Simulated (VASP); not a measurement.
Energy against volume of Nb (bcc). Level of theory: optB86b-vdW, VASP's PBE PAW potentials (set 64) (plane waves; VASP). Settings: 520 eV cut-off, 16×16×16 Γ-centred mesh, first-order Methfessel-Paxton smearing of 0.10 eV, potentials Nb_sv.

```csv
V (Å³/atom),E (eV/atom)
16.706,-7.54954
17.239,-7.57911
17.773,-7.58751
18.306,-7.57823
```

Q: Fit these four points and predict the energy of the run at 18.839 Å³/atom.

A: A cubic in V^(−2/3), the third-order Birch-Murnaghan form, passes through the four points with V0 = 17.74 Å³/atom and B0 = 178 GPa, and gives -7.5542 eV/atom there. The run gave -7.5538 eV/atom, +0.4 meV/atom from the fit; all five points give B0 = 179 GPa.

The compound is Nb in the bcc structure. It was relaxed first.
